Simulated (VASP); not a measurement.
A convergence study with VASP on TaAl$_{3}$ (space group Cm): a few settings are varied, all else stays as given below, so the limit is that of these other settings. The cell's lengths are 1 % over those of the tabulated start and one atom is moved, so it is off equilibrium.

```yaml
crystal:
  lattice:
    - [-1.93627, 1.93627, 4.29381]
    - [1.93627, -1.93627, 4.29381]
    - [1.93627, 1.93627, -4.29381]
  atoms:
    - { symbol: Ta, position: [0.00000, 0.00000, 0.00000] }
    - { symbol: Al, position: [0.50000, 0.50000, 0.00000] }
    - { symbol: Al, position: [0.75000, 0.25000, 0.50000] }
    - { symbol: Al, position: [0.25000, 0.76565, 0.51565] }
```

These are PBEsol GGA, VASP's PBE PAW potentials (set 64) (plane waves; VASP) values and carry that method's errors. The last row used: LREAL = Auto, 600 eV cut-off, 9×9×9 Γ-centred mesh, first-order Methfessel-Paxton smearing of 0.10 eV, potentials Ta_pv Al.

```tsv
setting	E (eV/atom)	pressure (GPa)	largest force (eV/Å)	plane waves
ENCUT = 300, LREAL = .FALSE., PREC = Normal	-6.5106	-4.29	0.451	780
ENCUT = 400, LREAL = .FALSE., PREC = Normal	-6.5141	-4.10	0.450	1187
ENCUT = 500, LREAL = .FALSE., PREC = Normal	-6.5145	-4.06	0.450	1647
ENCUT = 600, LREAL = .FALSE., PREC = Normal	-6.5147	-4.05	0.450	2167
ENCUT = 300, LREAL = .FALSE., PREC = Accurate	-6.5106	-4.29	0.451	780
ENCUT = 400, LREAL = .FALSE., PREC = Accurate	-6.5141	-4.10	0.450	1187
ENCUT = 500, LREAL = .FALSE., PREC = Accurate	-6.5146	-4.06	0.450	1647
ENCUT = 600, LREAL = .FALSE., PREC = Accurate	-6.5147	-4.06	0.450	2167
ENCUT = 300, LREAL = Auto, PREC = Normal	-6.5116	-4.26	0.450	780
ENCUT = 400, LREAL = Auto, PREC = Normal	-6.5144	-4.09	0.452	1187
ENCUT = 500, LREAL = Auto, PREC = Normal	-6.5141	-3.93	0.457	1647
ENCUT = 600, LREAL = Auto, PREC = Normal	-6.5143	-3.99	0.449	2167
ENCUT = 300, LREAL = Auto, PREC = Accurate	-6.5110	-4.28	0.452	780
ENCUT = 400, LREAL = Auto, PREC = Accurate	-6.5145	-4.10	0.450	1187
ENCUT = 500, LREAL = Auto, PREC = Accurate	-6.5147	-4.04	0.450	1647
ENCUT = 600, LREAL = Auto, PREC = Accurate	-6.5149	-4.05	0.450	2167
```

Left out are rungs that failed or repeat a setting and relaxations that didn't move; long series are thinned to 24 rows.

The structure comes from a computed database's TaAl3 entry (space group no. 139); how it stands against other phases isn't given here. The cell was not relaxed at this level, it is distorted from the ideal structure.
